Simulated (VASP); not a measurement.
Input of a VASP 6.6.1 run:

The input INCAR:

```
SYSTEM = Sn12O23F
ALGO     = Fast           ! electronic algorithm
EDIFF    = 1E-6           ! SCF threshold, eV
ENCUT    = 520            ! plane-wave cutoff, eV
GGA      = PE             ! functional
ISIF     = 2              ! what is computed and relaxed
ISMEAR   = -1             ! smearing method
LASPH    = .TRUE.         ! aspherical terms in the spheres
LCHARG   = .FALSE.        ! write CHGCAR
LREAL    = Auto         
LWAVE    = .FALSE.        ! write WAVECAR
NBANDS   = 180            ! bands
NELECT   = 312.0        
NELM     = 100            ! most SCF steps
PREC     = Accurate       ! precision mode
SIGMA    = 0.01           ! smearing width, eV
```

The input KPOINTS:

```
k-points
0
G
  3 3 2
  0 0 0
```

The input POSCAR:

```
Sn12O23F
1.0
    4.7380000000      4.7380000000      0.0000000000
   -4.7380000000      4.7380000000      0.0000000000
    0.0000000000      0.0000000000      9.5595000000
Sn F O
12 1 23
Direct
   -0.0204750800      0.0000000000      0.0000000000
    0.0063434288      0.0000000000      0.3338558248
    0.0063434288      0.0000000000      0.6661441752
    0.4988944486      0.5000000000      0.0000000000
    0.4978797875      0.5000000000      0.3335711085
    0.4978797875      0.5000000000      0.6664288915
    0.5107954352      0.0000000000      0.1753705780
    0.5029527393      0.0000000000      0.5000000000
    0.5107954352      0.0000000000      0.8246294220
   -0.0002292404      0.5000000000      0.1663261632
   -0.0020339836      0.5000000000      0.5000000000
   -0.0002292404      0.5000000000      0.8336738368
    0.3002831613      0.0000000000      0.0000000000
    0.3096782154      0.0000000000      0.3326832108
    0.3096782154      0.0000000000      0.6673167892
    0.8036511962      0.5000000000      0.0000000000
    0.8036163210      0.5000000000      0.3318546827
    0.8036163210      0.5000000000      0.6681453173
    0.4949406448      0.3025079927      0.1654962188
    0.4999965041      0.3047918390      0.5000000000
    0.4949406448      0.3025079927      0.8345037812
    0.0013885941      0.8077349715      0.1640347421
    0.0059909660      0.8053201272      0.5000000000
    0.0013885941      0.8077349715      0.8359652579
    0.6788705468      0.0000000000      0.0000000000
    0.7021190145      0.0000000000      0.3366999370
    0.7021190145      0.0000000000      0.6633000630
    0.1940884265      0.5000000000      0.0000000000
    0.1930353626      0.5000000000      0.3325845169
    0.1930353626      0.5000000000      0.6674154831
    0.4949406448      0.6974920073      0.1654962188
    0.4999965041      0.6952081610      0.5000000000
    0.4949406448      0.6974920073      0.8345037812
    0.0013885941      0.1922650285      0.1640347421
    0.0059909660      0.1946798728      0.5000000000
    0.0013885941      0.1922650285      0.8359652579
```

Potentials or basis: VASP PAW PBE potentials, release 64 (Sn_d, F, O).

Launch:

```console
$ cat potpaw_PBE.64/Sn_d/POTCAR potpaw_PBE.64/F/POTCAR potpaw_PBE.64/O/POTCAR > POTCAR
$ mpirun -np 1 vasp_std > vasp.out
```

Task: Predict the largest force.

Result: 0.031 eV/Å.

Task: Predict the band gap on the k mesh.

Result: 1.14 eV, direct.

Forces in eV/Å, atoms in the order of the input:
```
Sn   0.001  0.001  0.000
Sn   0.001  0.001  0.006
Sn   0.001  0.001 -0.006
Sn  -0.001 -0.001  0.000
Sn  -0.003 -0.003  0.003
Sn  -0.003 -0.003 -0.003
Sn   0.010  0.010 -0.012
Sn  -0.002 -0.002  0.000
Sn   0.010  0.010  0.012
Sn   0.007  0.007  0.006
Sn  -0.006 -0.006  0.000
Sn   0.007  0.007 -0.006
F   -0.014 -0.014  0.000
O   -0.017 -0.017 -0.002
O   -0.017 -0.017  0.002
O   -0.012 -0.012  0.000
O   -0.015 -0.015 -0.008
O   -0.015 -0.015  0.008
O    0.005 -0.009 -0.007
O    0.014 -0.015  0.000
O    0.005 -0.009  0.007
O    0.015 -0.006 -0.002
O    0.020 -0.012  0.000
O    0.015 -0.006  0.002
O   -0.018 -0.018  0.000
O    0.020  0.020  0.014
O    0.020  0.020 -0.014
O    0.009  0.009  0.000
O    0.009  0.009 -0.004
O    0.009  0.009  0.004
O   -0.009  0.005 -0.007
O   -0.015  0.014  0.000
O   -0.009  0.005  0.007
O   -0.006  0.015 -0.002
O   -0.012  0.020  0.000
O   -0.006  0.015  0.002
```

Caveat: the cell carries a net charge on a neutralising background, which shifts energy and pressure; the cell is charged against a uniform background, so pressure and absolute levels hang on convention; spin-orbit coupling is left out, which moves the levels of the heavy elements.
